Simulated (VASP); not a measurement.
A run of VASP 6.6.1 is set up as follows.

File INCAR:

```
SYSTEM = H
  ALGO = Normal
  EDIFF = 1E-6
  EDIFFG = -0.02
  ENCUT = 520
  GGA = CA
  IBRION = 2
  ISIF = 2
  ISMEAR = 0
  LASPH = .True.
  LCHARG = .False.
  LREAL = .False.
  LWAVE = .False.
  NELM = 100
  NSW = 40
  PREC = Accurate
  SIGMA = 0.05
```

The input KPOINTS:

```
k-points
0
Gamma
  1 1 1
  0 0 0
```

POSCAR

```
H
1.0
   10.0000000000      0.0000000000      0.0000000000
    0.0000000000     10.5000000000      0.0000000000
    0.0000000000      0.0000000000     11.0000000000
H
2
Direct
    0.5000000000      0.5000000000      0.5335075455
    0.5000000000      0.5000000000      0.4664924545
```

Potentials or basis: VASP PAW LDA potentials, release 64 (H).

Run with:

```console
$ cat potpaw_LDA.64/H/POTCAR > POTCAR
$ mpirun -np 1 vasp_std > vasp.out
```

Estimate the energy gained by relaxing.

7.0 meV/atom.

Estimate the gap between the frontier levels.

10.00 eV.

The path:
```csv
step,energy change (eV),largest force (eV/Å),pressure (GPa)
1,0.0000,1.0089,0.03
2,0.0523,1.7985,-0.07
3,-0.0140,0.0075,0.00
```

LDA gaps usually lie below the measured ones, often by a third to a half.
